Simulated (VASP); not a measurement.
Here is the system:

```
CELL_PARAMETERS angstrom
      0.00000     2.82500     2.82500
      2.82500     0.00000     2.82500
      2.82500     2.82500     0.00000
ATOMIC_POSITIONS crystal
  Ga 0.00000 0.00000 0.00000
  As 0.25000 0.25000 0.25000
```

Level of theory: PBE GGA, VASP's PBE PAW potentials (set 64) (plane waves; VASP). Run with 400 eV cut-off, 7×7×7 Γ-centred mesh, second-order Methfessel-Paxton smearing of 0.050 eV, potentials Ga_d As.

Q: Give the stress tensor in GPa (positive for a compressed cell).

A: 
```
3.39  0.00  0.00
0.00  3.39  0.00
0.00  0.00  3.39
```
The pressure is its mean diagonal, 3.39 GPa.

The compound is GaAs in the zinc blende structure. The cell was not relaxed at this level. The run is one of a series of settings (ISMEAR = 2 against the base run), some of them coarse on purpose.
